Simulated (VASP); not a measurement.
## How U changes Ni3Se4 (Wilkmanite)

Wanted: how far the results for Ni3Se4 (Wilkmanite) hang on the Hubbard correction. The start is a cell from a database of measured crystal structures.

Program: VASP 6.6.1. Level of theory: PBEsol, spin-polarised from a ferromagnetic start; plane waves and PAW (Se, Ni), in the first sound run; inputs show where later runs differ. Results are calculated unless marked as measured.

### Step 1. The structure

Symmetry: C2/m, No. 12, monoclinic system. Conventional cell: a = 12.142 Å, b = 3.633 Å, c = 6.190 Å, α = 90.00°, β = 120.61°, γ = 90.00°. Nearest to Se lie 5 Ni at 2.44 to 2.47 Å. Nearest to Se lie 4 Ni at 2.44 to 2.47 Å. Nearest to Ni lie 6 Se at 2.44 to 2.47 Å and 1 Ni at 2.61 Å. Nearest to Ni lie 6 Se at 2.44 to 2.46 Å and 2 Ni at 2.61 Å. Farther neighbours and most contacts between anions are not listed.

### Step 2. Series over U, start order fm, U 0

U penalises partly filled orbitals; repeating the run over U shows how far moments and gap depend on it.

File INCAR:

```
SYSTEM = Ni3Se4
PREC = Normal
ENCUT = 350
EDIFF = 1E-06
NELM = 150
ISMEAR = 0
SIGMA = 0.05
LREAL = .FALSE.
ALGO = Normal
GGA = PS
NBANDS = 38
ISPIN = 2
MAGMOM = 0 0 0 0 1 1 1
LASPH = .TRUE.
LMAXMIX = 4
LORBIT = 11
LWAVE = .FALSE.
LCHARG = .FALSE.
KPAR = 2
AMIX = 0.2
BMIX = 1E-04
AMIX_MAG = 0.8
BMIX_MAG = 1E-04
NEDOS = 1200
```

File POSCAR:

```
Ni3Se4
1.0
    6.0708910180     -1.8165000000      0.0000000000
    6.0708910180      1.8165000000      0.0000000000
   -3.1519490422      0.0000000000      5.3277952984
Se Ni
4 3
Direct
    0.6246700000      0.6246700000      0.2913400000
    0.3753300000      0.3753300000      0.7086600000
    0.1246700000      0.1246700000      0.7913400000
    0.8753300000      0.8753300000      0.2086600000
    0.2500000000      0.2500000000      0.2500000000
    0.7500000000      0.7500000000      0.7500000000
    0.0000000000      0.0000000000      0.0000000000
```

File KPOINTS:

```
Automatic mesh
0
Gamma
5 5 3
0 0 0
```

PAW data sets: Se and Ni (PBE family, release 64).

The run is started by

```bash
mpirun -np 2 vasp_std
```

What it wrote:

```text
[banner, memory and clock lines left out]
running    2 mpi-ranks, on    1 nodes
 distrk:  each k-point on    1 cores,    2 groups
 distr:  one band on    1 cores,    1 groups

 POSCAR found type information on POSCAR SeNi
 POSCAR found :  2 types and       7 ions
|                                                                             |
|               ----> ADVICE to this user running VASP <----                  |
|                                                                             |
|     You enforced a specific xc type in the INCAR file but a different       |
|     [... a line on the potential file left out ...]
|     I HOPE YOU KNOW WHAT YOU ARE DOING!                                     |
|                                                                             |

 LDA part: xc-table for (Slater+PW92), standard interpolation
 POSCAR, INCAR and KPOINTS ok, starting setup
 FFT: planning ... GRIDC
 FFT: planning ... GRID_SOFT
 FFT: planning ... GRID
 WAVECAR not read
 entering main loop
       N       E                     dE             d eps       ncg     rms          rms(c)
DAV:   1     0.348060819209E+03    0.34806E+03   -0.17685E+04  3648   0.110E+03
DAV:   2    -0.316410264482E+01   -0.35122E+03   -0.33515E+03  3774   0.293E+02
DAV:   3    -0.382119861586E+02   -0.35048E+02   -0.33685E+02  4302   0.103E+02
DAV:   4    -0.394474839643E+02   -0.12355E+01   -0.12279E+01  4322   0.199E+01
DAV:   5    -0.394752195312E+02   -0.27736E-01   -0.27725E-01  4708   0.297E+00    0.221E+01
DAV:   6    -0.381538341432E+02    0.13214E+01   -0.25052E+01  4706   0.737E+01    0.189E+01
DAV:   7    -0.359446265696E+02    0.22092E+01   -0.58820E+00  4486   0.439E+01    0.925E+00
DAV:   8    -0.363590709814E+02   -0.41444E+00   -0.28838E+00  5378   0.268E+01    0.110E+01
DAV:   9    -0.359784839472E+02    0.38059E+00   -0.33042E+00  5576   0.233E+01    0.488E+00
DAV:  10    -0.358876081718E+02    0.90876E-01   -0.29621E-01  5106   0.809E+00    0.172E+00
DAV:  11    -0.358892044095E+02   -0.15962E-02   -0.44496E-02  4696   0.198E+00    0.811E-01
DAV:  12    -0.358874249958E+02    0.17794E-02   -0.75735E-03  5178   0.847E-01    0.343E-01
DAV:  13    -0.358872821241E+02    0.14287E-03   -0.26436E-03  5420   0.380E-01    0.161E-01
DAV:  14    -0.358872536325E+02    0.28492E-04   -0.79135E-04  5672   0.261E-01    0.540E-02
DAV:  15    -0.358872842965E+02   -0.30664E-04   -0.18607E-04  4706   0.112E-01    0.264E-02
DAV:  16    -0.358872836013E+02    0.69522E-06   -0.21808E-05  4328   0.393E-02    0.167E-02
DAV:  17    -0.358872854346E+02   -0.18333E-05   -0.59105E-06  4124   0.240E-02    0.106E-02
DAV:  18    -0.358872869459E+02   -0.15113E-05   -0.13522E-06  2346   0.148E-02    0.923E-03
DAV:  19    -0.358872885669E+02   -0.16210E-05   -0.36333E-06  2274   0.223E-02    0.794E-03
DAV:  20    -0.358872908147E+02   -0.22478E-05   -0.13761E-05  4380   0.402E-02    0.679E-03
DAV:  21    -0.358872929440E+02   -0.21293E-05   -0.90783E-06  3816   0.334E-02    0.617E-03
DAV:  22    -0.358872946025E+02   -0.16585E-05   -0.18754E-05  3908   0.516E-02    0.557E-03
DAV:  23    -0.358872953782E+02   -0.77567E-06   -0.35069E-05  5136   0.698E-02    0.564E-03
DAV:  24    -0.358872967466E+02   -0.13684E-05   -0.32424E-05  5118   0.655E-02    0.542E-03
DAV:  25    -0.358873000985E+02   -0.33519E-05   -0.46174E-06  3302   0.182E-02    0.323E-03
DAV:  26    -0.358873006140E+02   -0.51553E-06   -0.36856E-07  1998   0.551E-03
   1 F= -.35887301E+02 E0= -.35882108E+02  d E =-.103859E-01  mag=    -0.0255
```

The job ended after 75 s (2 MPI ranks of Intel Xeon Platinum 8488C (Sapphire Rapids), shared host; peak memory 0.45 GiB).

Lines that name or quote the potential files are left out of all logs, and their timing lines are given in words.

From OUTCAR (step 2):

```text
ion  position               nearest neighbor table
   1  0.625  0.625  0.291-   6 2.44   7 2.46   7 2.46   5 2.47   5 2.47
   2  0.375  0.375  0.709-   5 2.44   7 2.46   7 2.46   6 2.47   6 2.47
   3  0.125  0.125  0.791-   7 2.44   5 2.44   6 2.47   6 2.47
   4  0.875  0.875  0.209-   7 2.44   6 2.44   5 2.47   5 2.47
   5  0.250  0.250  0.250-   2 2.44   3 2.44   4 2.47   4 2.47   1 2.47   1 2.47   7 2.61
   6  0.750  0.750  0.750-   1 2.44   4 2.44   2 2.47   2 2.47   3 2.47   3 2.47   7 2.61
   7  0.000  0.000  0.000-   3 2.44   4 2.44   1 2.46   1 2.46   2 2.46   2 2.46   5 2.61   6 2.61

  LATTYP: Found a base centered monoclinic cell.
 ALAT       =    12.1417820360
 B/A-ratio  =     0.2992147272
 C/A-ratio  =     0.5098370224
 COS(beta)  =    -0.5091730235

 Subroutine GETGRP returns: Found  4 space group operations
 (whereof  4 operations were pure point group operations)

The static configuration has the point symmetry C_2h.

 Found     24 irreducible k-points:

   k-points           NKPTS =     24   k-points in BZ     NKDIM =     24   number of bands    NBANDS=     38

   dimension x,y,z NGX =    30 NGY =   30 NGZ =   28
   dimension x,y,z NGXF=    60 NGYF=   60 NGZF=   56

   ENCUT  =  350.0 eV  25.72 Ry    5.07 a.u.   9.67  9.67  9.44*2*pi/ulx,y,z

   NELECT =      54.0000    total number of electrons

 k-points in reciprocal lattice and weights: Automatic mesh
   0.00000000  0.00000000  0.00000000       0.013
   0.20000000  0.00000000  0.00000000       0.053
   0.40000000  0.00000000  0.00000000       0.053
   0.20000000  0.20000000  0.00000000       0.027
   0.40000000  0.20000000 -0.00000000       0.053
  -0.40000000  0.20000000  0.00000000       0.053
  -0.20000000  0.20000000  0.00000000       0.027
   0.40000000  0.40000000  0.00000000       0.027
  -0.40000000  0.40000000  0.00000000       0.027
[...]
-0.20000000 -0.40000000  0.33333333       0.053
  -0.20000000 -0.20000000  0.33333333       0.027

 average (electrostatic) potential at core
       1 -52.6085       2 -52.6085       3 -52.4737       4 -52.4737       5 -85.0515
       6 -85.0515       7 -84.9742

 E-fermi :   6.3016

 spin component 1
 k-point     1 :       0.0000    0.0000    0.0000
  band No.  band energies     occupation
    ...
     22       5.4571      1.00000
     23       5.5304      1.00000
     24       5.5487      1.00000
     25       5.7472      1.00000
     26       6.1180      1.00000
     27       6.4758      0.00000
     28       6.8615      0.00000
     29       7.0906      0.00000
     30       7.7110      0.00000
     31       7.8162      0.00000
    ...

 k-point     2 :       0.2000    0.0000    0.0000
  band No.  band energies     occupation
    ...
     22       4.7863      1.00000
     23       4.9051      1.00000
     24       5.2022      1.00000
     25       5.5022      1.00000
     26       5.6260      1.00000
     27       6.6341      0.00000
     28       6.9838      0.00000
     29       7.2077      0.00000
     30       7.5929      0.00000
     31       7.9300      0.00000
    ...

 k-point     3 :       0.4000    0.0000    0.0000
  band No.  band energies     occupation
    ...
     24       5.0074      1.00000
     25       5.1365      1.00000
     26       5.3659      1.00000
     27       5.9032      1.00000
     28       6.2813      0.71677
     29       6.9977      0.00000
     30       7.1546      0.00000
     31       7.8103      0.00000
     32      11.3469      0.00000
     33      11.7704      0.00000
    ...

 k-point     4 :       0.2000    0.2000    0.0000
  band No.  band energies     occupation
    ...
     23       4.9821      1.00000
     24       5.6017      1.00000
     25       6.0837      1.00000
     26       6.1672      0.99993
     27       6.2971      0.54987
     28       6.9143      0.00000
     29       7.0719      0.00000
     30       7.7320      0.00000
     31       7.8135      0.00000
     32       9.7681      0.00000
    ...

 k-point     5 :       0.4000    0.2000   -0.0000
  band No.  band energies     occupation
    ...
     23       5.0369      1.00000
     24       5.4954      1.00000
     25       5.5511      1.00000
     26       5.8944      1.00000
     27       5.9867      1.00000
     28       6.3947      0.00423
     29       6.6089      0.00000
     30       7.2034      0.00000
     31       7.4954      0.00000
     32      10.7840      0.00000
    ...

 k-point     6 :      -0.4000    0.2000    0.0000
  band No.  band energies     occupation
    ...
     24       4.9619      1.00000
     25       5.1798      1.00000
     26       5.3028      1.00000
     27       5.7770      1.00000
     28       5.9773      1.00000
     29       6.3165      0.33584
     30       6.7976      0.00000
     31       7.5707      0.00000
     32      10.0470      0.00000
     33      12.1702      0.00000
    ...

  Total       -4.1371727     -2.5036667     -3.4547198      0.0000000      0.0000000     -0.2834951
  in kB      -56.4090604    -34.1367153    -47.1040277      0.0000000      0.0000000     -3.8653673
  external PRESSURE =     -45.8832678 kB  Pullay stress =       0.0000000 kB

  energy-cutoff  :      350.00
  volume of cell :      117.51
      direct lattice vectors                 reciprocal lattice vectors
     6.070891018 -1.816500000  0.000000000     0.082360233 -0.275254611  0.048724706
     6.070891018  1.816500000  0.000000000     0.082360233  0.275254611  0.048724706
    -3.151949042  0.000000000  5.327795298     0.000000000  0.000000000  0.187694899

 POSITION                                       TOTAL-FORCE (eV/Angst)
 -----------------------------------------------------------------------------------
      6.66632      0.00000      1.55220         0.351980     -0.000000      0.420874
      2.32351      0.00000      3.77560        -0.351980     -0.000000     -0.420874
     -0.98055      0.00000      4.21610         0.502400     -0.000000     -0.028044
      9.97038      0.00000      1.11170        -0.502400     -0.000000      0.028044
      2.24746      0.00000      1.33195         0.743123     -0.000000     -0.366491
      6.74237      0.00000      3.99585        -0.743123     -0.000000      0.366491
      0.00000      0.00000      0.00000         0.000000      0.000000     -0.000000
 -----------------------------------------------------------------------------------
    total drift:                                0.000000      0.000000      0.000000

  FREE ENERGIE OF THE ION-ELECTRON SYSTEM (eV)
  ---------------------------------------------------
  free  energy   TOTEN  =       -35.8873006140 eV

  energy  without entropy=      -35.8769147340  energy(sigma->0) =      -35.88210767

 total charge
# of ion       s       p       d       tot
------------------------------------------
    1        1.481   2.233   0.073   3.788
    2        1.481   2.233   0.073   3.788
    3        1.490   2.202   0.061   3.752
    4        1.490   2.202   0.061   3.752
    5        0.415   0.476   8.371   9.262
    6        0.415   0.476   8.371   9.262
    7        0.406   0.468   8.430   9.304
--------------------------------------------------
tot          7.178  10.290  25.439  42.907

 magnetization (x)
# of ion       s       p       d       tot
------------------------------------------
    1       -0.000  -0.001  -0.000  -0.001
    2       -0.000  -0.001  -0.000  -0.001
    3       -0.000  -0.001  -0.000  -0.001
    4       -0.000  -0.001  -0.000  -0.001
    5       -0.000  -0.000  -0.008  -0.008
    6       -0.000  -0.000  -0.008  -0.008
    7       -0.000  -0.000  -0.001  -0.001
--------------------------------------------------
tot         -0.001  -0.004  -0.016  -0.021

[... 6 further parts left out ...]
```

The k-mesh is coarse for a metal. The PAW data sets were made with PBE, which is usual practice but a small mismatch for other functionals.

This step gave:

- electronic cycles: 26
- electrons: 54
- free energy (TOTEN): -35.89 eV
- energy at zero smearing: -35.88 eV
- Fermi energy: 6.302 eV
- moment of the cell, from the last line of the log: -0.0255 μB
- labelled metallic, from the levels on this mesh: yes

Spin moment in the PAW sphere by atom:

| atom | spin moment in the PAW sphere (μB) |
| --- | --- |
| Se1 | -0.0010 |
| Se2 | -0.0010 |
| Se3 | -0.0010 |
| Se4 | -0.0010 |
| Ni5 | -0.0080 |
| Ni6 | -0.0080 |
| Ni7 | -0.0010 |

Force by atom:

| atom | x (eV/Å) | y (eV/Å) | z (eV/Å) | size |
| --- | --- | --- | --- | --- |
| Se1 | 0.352 | 0.000 | 0.421 | 0.549 |
| Se2 | -0.352 | 0.000 | -0.421 | 0.549 |
| Se3 | 0.502 | 0.000 | -0.028 | 0.503 |
| Se4 | -0.502 | 0.000 | 0.028 | 0.503 |
| Ni5 | 0.743 | 0.000 | -0.366 | 0.829 |
| Ni6 | -0.743 | 0.000 | 0.366 | 0.829 |
| Ni7 | 0.000 | 0.000 | 0.000 | 0.000 |

Energy at zero smearing: -35.88211 eV.

[end of part 1 of 3]

[Lines on the potential files, build, host, timing and source positions are cut from VASP's logs without a mark.]

[Logs are printed without paths, hosts, clocks, repeated set-up lines and the standing remarks that a program may print on its own settings, such as how far it seeks lower states.]

[Hosts, paths, dates, database ids (printed as entryN), source tags and the programs' standing remarks are cut or masked in the printed files.]

[In band tables of VASP the shares of atoms and orbitals are scaled to a sum of 1 inside the atoms' spheres.]

[Runs that stopped without an error message from VASP are left out.]
